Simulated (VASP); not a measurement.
Data:

```
MgI2
1.0
    2.07314    -3.59078     0.00000
    2.07314     3.59078     0.00000
    0.00000     0.00000     6.92020
Mg I
1 2
Cartesian
  2.07314   3.59078   0.00000
  2.07314   1.19693   1.67819
  2.07314  -1.19693   5.24201
```

Computed with vdW-DF-cx, VASP's PBE PAW potentials (set 64) (plane waves; VASP). Run with 520 eV cut-off, Gaussian smearing of 0.050 eV, potentials Mg I.

Unless said otherwise, spin-orbit coupling is left out, though it shifts the bands of the heavy elements here.

Question: Give the energies of bands 3 to 11 at the high-symmetry points, in eV from the valence-band maximum.

Answer: 
```tsv
band	Γ	M	K	A	L	H
3	-3.49	-3.54	-3.26	-2.67	-3.63	-3.10
4	-0.39	-2.79	-2.35	-1.43	-3.16	-2.72
5	-0.39	-1.83	-2.35	-0.30	-1.16	-2.72
6	-0.02	-1.32	-1.88	-0.30	-1.11	-2.18
7	-0.02	-0.88	-1.20	-0.12	-0.78	-0.54
8	0.00	-0.42	-1.20	-0.12	-0.65	-0.54
9	3.77	3.74	3.99	4.74	3.64	4.90
10	4.83	5.35	7.36	4.91	5.21	5.76
11	6.78	5.52	7.36	6.61	5.67	5.76
```

The gap is indirect, 3.61 eV, from the valence maximum at Γ to the conduction minimum at L-M at 0.33.

The compound is MgI2 in the 1T layered structure. It was relaxed first.
